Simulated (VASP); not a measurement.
An input for Ansatz (written as the equivalent of a VASP run, and not itself run):

Ansatz 0.2 input:
```yaml
crystal:
  lattice:
    - [4.3953620, 0.0000000, 0.0000000]
    - [0.0000000, 4.3953620, 0.0000000]
    - [0.0000000, 0.0000000, 16.6765770]
  atoms:
    - { symbol: Y, position: [0.5000000, 0.0000000, 0.5802500] }
    - { symbol: Y, position: [0.0000000, 0.5000000, 0.4197500] }
    - { symbol: P, position: [0.0000000, 0.0000000, 0.5000000] }
    - { symbol: P, position: [0.5000000, 0.5000000, 0.5000000] }
kpoints:
  mp_grid: { grid: [4, 4, 1] }
hamiltonian:
  xc: pbe
  pseudopotentials: { kind: paw }
scf:
  occupations: { method: gaussian, width: 0.1 }
  max_iter: 100
output: { forces: true, stress: true, eigenvalues: true }
```

### Question
Write the VASP files for the same calculation (PBE).

### Answer
This is not unique; one that fits is 
**INCAR**
```
ALGO = Normal
EDIFF = 1E-6
ENCUT = 300
GGA = PE
ISIF = 2
ISMEAR = 0
LASPH = .TRUE.
LCHARG = .FALSE.
LMAXMIX = 4
LREAL = .FALSE.
LWAVE = .FALSE.
NELM = 100
PREC = Accurate
SIGMA = 0.1
SYSTEM = YP
```

### KPOINTS
```
Automatic mesh
0
Gamma
4 4 1
0 0 0
```

### POSCAR
```
YP
4.3953620
  1.0000000000   0.0000000000   0.0000000000
  0.0000000000   1.0000000000   0.0000000000
  0.0000000000   0.0000000000   3.7941304948
Y P
2 2
direct
  0.5000000000   0.0000000000   0.5802500000
  0.0000000000   0.5000000000   0.4197500000
  0.0000000000   0.0000000000   0.5000000000
  0.5000000000   0.5000000000   0.5000000000
```

POTCAR, in this order: Y_sv P (PBE.64 set). Program: vasp_std.

Limits of the translation: each code has its own PAW files, so the cut-off isn't converted (ENCUT is set for VASP's; basis.ecutwfc is left out, and Ansatz then takes the one that its files recommend); Ansatz stops its SCF on the density residual and VASP on the energy change (EDIFF).

The cell is a sheet with vacuum, built from a generated structure.
